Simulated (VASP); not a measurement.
Computed with vdW-DF2, VASP's PBE PAW potentials (set 64) (plane waves; VASP 6.6.1).

Input for VASP

File KPOINTS:
```
kpoints
0
Gamma
8 8 8
0 0 0
```

### INCAR
```
# general
SYSTEM    =  ZnS
PREC      =  Accurate
ENCUT     =  520
LREAL     =  F
LASPH     =  T

# electronic loop
EDIFF     =  1E-6
NELM      =  100
ALGO      =  Normal
LMAXMIX   =  4

# smearing
ISMEAR    =  0
SIGMA     =  0.05

# functional
GGA       =  ML
LUSE_VDW  =  T
AGGAC     =  0.0
ZAB_VDW   =  -1.8867

# ions
IBRION    =  2
NSW       =  60
ISIF      =  3
EDIFFG    =  -0.01

# output
LWAVE     =  F
LCHARG    =  F
```

POSCAR:
```
ZnS
1.0
  0.0000000000   2.7050000000   2.7050000000
  2.7050000000   0.0000000000   2.7050000000
  2.7050000000   2.7050000000   0.0000000000
Zn S
1 1
Cart
  0.0000000000   0.0000000000   0.0000000000
  1.3525000000   1.3525000000   1.3525000000
```

POTCAR, in this order: Zn S (PBE.64 set). Program: vasp_std.

Energy and stress use the plane-wave basis of the starting cell.

Problem. Predict the energy per atom (σ→0), volume per atom, band gap (on the k-mesh).

Solution. 
```json
{
 "energy per atom (σ→0)": "-85.1 kJ/mol-atom",
 "band gap (on the k-mesh)": "1.55 eV",
 "volume_per_atom": "21.62 Å^3/atom"
}
```

### OSZICAR
```
...
DAV:   2    -0.177846148341E+01    0.95277E-01   -0.37194E-01   899   0.186E+01    0.857E-01
DAV:   3    -0.176804215953E+01    0.10419E-01   -0.14223E-02   805   0.141E+00    0.390E-01
DAV:   4    -0.176555009470E+01    0.24921E-02   -0.12176E-03   910   0.631E-01    0.214E-01
DAV:   5    -0.176497060318E+01    0.57949E-03   -0.46790E-04  1136   0.442E-01    0.388E-02
DAV:   6    -0.176497406436E+01   -0.34612E-05   -0.13202E-04   769   0.153E-01    0.261E-02
DAV:   7    -0.176497417119E+01   -0.10684E-06   -0.10127E-05   912   0.596E-02    0.995E-03
DAV:   8    -0.176497390088E+01    0.27031E-06   -0.20774E-06   387   0.239E-02
   3 F= -.17649739E+01 E0= -.17649739E+01  d E =-.674975E-01
```

The compound is ZnS in the zinc blende structure. This run relaxes it. Symmetry was kept, so distortions that lower it aren't found.
